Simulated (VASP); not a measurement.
Input of a VASP 6.6.1 run:

File INCAR:

```
SYSTEM = H14SO6
ALGO = Normal
EDIFF = 1E-7
ENCUT = 520
GGA = PE
ISIF = 2
ISMEAR = -1
IVDW = 12
LASPH = .TRUE.
LCHARG = .TRUE.
LELF = .TRUE.
LREAL = Auto
LVHAR = .TRUE.
LWAVE = .FALSE.
NBANDS = 44
NELM = 60
PREC = Accurate
SIGMA = 0.05
```

File KPOINTS:

```
k-points
0
G
  1 1 1
  0 0 0
```

POSCAR

```
H14SO6
1.0
    6.2144650000      0.0000000000      0.0000000000
    0.0000000000      6.2144650000      0.0000000000
    0.0000000000      0.0000000000      6.2144650000
O H S
6 14 1
Direct
    0.4846434890     -0.0282888390      0.3911519334
    0.3067198866      0.6324599141      0.6003091175
    0.9268859025      0.4584143607      1.2231945952
    0.8933190548      0.7989424673      0.5606114122
    0.2781896752      0.6620521638      0.0897100555
    0.6374804589      0.2882629478      0.7467738574
    0.4396195006     -0.0526674460      0.2391517210
    0.4099307020     -0.1526438720      0.4580442564
    0.4366747580      0.5446647459      0.5902519364
    0.1949805816      0.5537403461      0.4958109829
    1.0310782988      0.5136725366      1.1248595012
    0.8114938293      0.4076457105      1.1571229382
    0.8092571122      0.8628256817      0.4430148050
    0.8621176561      0.6535558572      0.5742730871
    0.2677945728      0.6112513306     -0.0585569313
    0.1843762898      0.7953540651      0.0869905937
    0.7326938039      0.1748340364      0.6816355068
    0.5033257086      0.2074997606      0.7533874597
    0.0329070966      1.0047043470      0.7065612245
    0.0022367171      1.2648393707      0.9097162829
    0.1507128932      1.1035865517      0.8790619949
```

Potentials or basis: VASP PAW PBE potentials, release 64 (O, H, S).

Run with:

```bash
$ cat potpaw_PBE.64/O/POTCAR potpaw_PBE.64/H/POTCAR potpaw_PBE.64/S/POTCAR > POTCAR
$ mpirun -np 1 vasp_gam > vasp.out
```

(1) Estimate the dispersion energy per atom.

(2) What does it give for the largest force?

(3) What does it give for the band gap on the k mesh?

(4) Predict the pressure.

## Answers

(1) -0.038 eV.

(2) 5.936 eV/Å.

(3) 4.08 eV, direct.

(4) 0.5 GPa.
